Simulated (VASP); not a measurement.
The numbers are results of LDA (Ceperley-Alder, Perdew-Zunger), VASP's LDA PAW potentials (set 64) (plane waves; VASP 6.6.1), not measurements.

Input for VASP

**KPOINTS**
```
Automatic mesh
0
Gamma
9 9 9
0 0 0
```

**INCAR**
```
ALGO = Normal
EDIFF = 1E-6
EDIFFG = -0.02
ENCUT = 500
IBRION = 2
ISIF = 3
ISMEAR = 0
LASPH = .True.
LCHARG = .False.
LMAXMIX = 4
LREAL = .False.
LWAVE = .False.
NELM = 100
NSW = 40
PREC = Accurate
PSTRESS = 300
SIGMA = 0.05
SYSTEM = CuI
```

### POSCAR
```
CuI
1.0
  0.0000000000   2.6810428356   2.6810428356
  2.6810428356   0.0000000000   2.6810428356
  2.6810428356   2.6810428356   0.0000000000
Cu I
1 1
Direct
  1.0000000000   1.0000000000   1.0000000000
  0.2500000000   0.2500000000   0.2500000000
```

POTCAR, in this order: Cu I (LDA.64 set). Program: vasp_std.

The run wrote:

**OSZICAR**
```
       N       E                     dE             d eps       ncg     rms          rms(c)
DAV:   1     0.112987785526E+03    0.11299E+03   -0.83299E+03   915   0.170E+03
DAV:   2     0.155694427424E+01   -0.11143E+03   -0.10541E+03   940   0.300E+02
DAV:   3    -0.650135008235E+01   -0.80583E+01   -0.79451E+01  1228   0.927E+01
DAV:   4    -0.673324002214E+01   -0.23189E+00   -0.23178E+00  1096   0.134E+01
DAV:   5    -0.674130162907E+01   -0.80616E-02   -0.80615E-02  1344   0.262E+00    0.928E+00
DAV:   6    -0.651378110711E+01    0.22752E+00   -0.75461E+00   955   0.973E+01    0.590E+00
DAV:   7    -0.616259837413E+01    0.35118E+00   -0.17871E+00  1085   0.565E+01    0.328E+00
DAV:   8    -0.614913734057E+01    0.13461E-01   -0.90555E-02  1405   0.497E+00    0.669E-01
DAV:   9    -0.614121651674E+01    0.79208E-02   -0.30316E-02  1088   0.677E+00    0.214E-01
DAV:  10    -0.614137033151E+01   -0.15381E-03   -0.15598E-03   995   0.383E-01    0.121E-01
DAV:  11    -0.614131614889E+01    0.54183E-04   -0.67019E-04  1234   0.102E+00    0.359E-02
DAV:  12    -0.614130390482E+01    0.12244E-04   -0.83132E-05  1382   0.273E-01    0.264E-02
DAV:  13    -0.614130391648E+01   -0.11661E-07   -0.26321E-06   844   0.145E-02
   1 F= 0.10756167E+01 E0= 0.10756167E+01  d E =0.107562E+01
       N       E                     dE             d eps       ncg     rms          rms(c)
DAV:   1    -0.619260885471E+01   -0.51305E-01   -0.14984E-01   960   0.114E+01    0.758E-01
DAV:   2    -0.618694968064E+01    0.56592E-02   -0.84689E-02  1030   0.117E+01    0.326E-01
DAV:   3    -0.618359364264E+01    0.33560E-02   -0.17202E-02  1020   0.534E+00    0.136E-01
DAV:   4    -0.618323315440E+01    0.36049E-03   -0.96824E-04  1194   0.451E-01    0.391E-02
DAV:   5    -0.618321986003E+01    0.13294E-04   -0.32883E-05  1402   0.155E-01    0.287E-02
DAV:   6    -0.618321222264E+01    0.76374E-05   -0.83168E-06  1400   0.640E-02    0.435E-03
DAV:   7    -0.618321209496E+01    0.12769E-06   -0.90764E-07   500   0.259E-02
   2 F= 0.10764453E+01 E0= 0.10764453E+01  d E =0.828594E-03
       N       E                     dE             d eps       ncg     rms          rms(c)
DAV:   1    -0.615412258990E+01    0.29090E-01   -0.11066E-01   970   0.977E+00    0.662E-01
DAV:   2    -0.615013357792E+01    0.39890E-02   -0.65804E-02  1005   0.100E+01    0.290E-01
DAV:   3    -0.614740803073E+01    0.27255E-02   -0.13475E-02  1010   0.482E+00    0.114E-01
DAV:   4    -0.614715385738E+01    0.25417E-03   -0.72480E-04  1065   0.278E-01    0.368E-02
DAV:   5    -0.614713959122E+01    0.14266E-04   -0.37734E-05  1309   0.216E-01    0.247E-02
DAV:   6    -0.614713440075E+01    0.51905E-05   -0.89995E-06  1375   0.370E-02    0.593E-03
DAV:   7    -0.614713407260E+01    0.32815E-06   -0.70409E-07   475   0.423E-02
   3 F= 0.10756388E+01 E0= 0.10756388E+01  d E =0.221754E-04
       N       E                     dE             d eps       ncg     rms          rms(c)
DAV:   1    -0.614483208314E+01    0.23023E-02   -0.44806E-04   965   0.619E-01    0.419E-02
DAV:   2    -0.614481562217E+01    0.16461E-04   -0.25284E-04  1030   0.628E-01    0.178E-02
DAV:   3    -0.614480529158E+01    0.10331E-04   -0.51846E-05  1030   0.297E-01    0.765E-03
DAV:   4    -0.614480422110E+01    0.10705E-05   -0.31218E-06   855   0.213E-02    0.211E-03
DAV:   5    -0.614480417328E+01    0.47821E-07   -0.12777E-07   455   0.111E-02
   4 F= 0.10756268E+01 E0= 0.10756268E+01  d E =0.101595E-04
```

File OUTCAR:
```
------------------------ aborting loop because EDIFF is reached ----------------------------------------
  FORCE on cell =-STRESS in cart. coord.  units (eV):
  Direction    XX          YY          ZZ          XY          YZ          ZX
  --------------------------------------------------------------------------------------
  Total        7.1915513      7.1915513      7.1915513      0.0000000      0.0000000      0.0000000
  in kB      298.8000856    298.8000856    298.8000856      0.0000000      0.0000000      0.0000000
  external PRESSURE =      -1.1999144 kB  Pullay stress =     300.0000000 kB
  volume of cell :       38.56
      direct lattice vectors                 reciprocal lattice vectors
    -0.000000000  2.681477465  2.681477465    -0.186464368  0.186464368  0.186464368
     2.681477465 -0.000000000  2.681477465     0.186464368 -0.186464368  0.186464368
     2.681477465  2.681477465 -0.000000000     0.186464368  0.186464368 -0.186464368
  FREE ENERGIE OF THE ION-ELECTRON SYSTEM (eV)
  ---------------------------------------------------
  free  energy   TOTEN  =        -6.1448041733 eV

  energy  without entropy=       -6.1448041733  energy(sigma->0) =       -6.14480417
  enthalpy is  TOTEN    =         1.0756268314 eV   P V=        7.2204310047

 reached required accuracy - stopping structural energy minimisation
```
(Selected blocks of OUTCAR.)

**CONTCAR**
```
CuI
   1.00000000000000
    -0.0000000000000000    2.6814774646854795    2.6814774646854795
     2.6814774646854795   -0.0000000000000000    2.6814774646854795
     2.6814774646854795    2.6814774646854795   -0.0000000000000000
  Cu              I
     1     1
Direct
     0.0000000000000000    0.0000000000000000    0.0000000000000000
     0.2500000000000000    0.2500000000000000    0.2500000000000000
```

The compound is CuI in the zinc blende structure. This run relaxes it under an external pressure of 30 GPa. Symmetry was kept, so distortions that lower it aren't found.
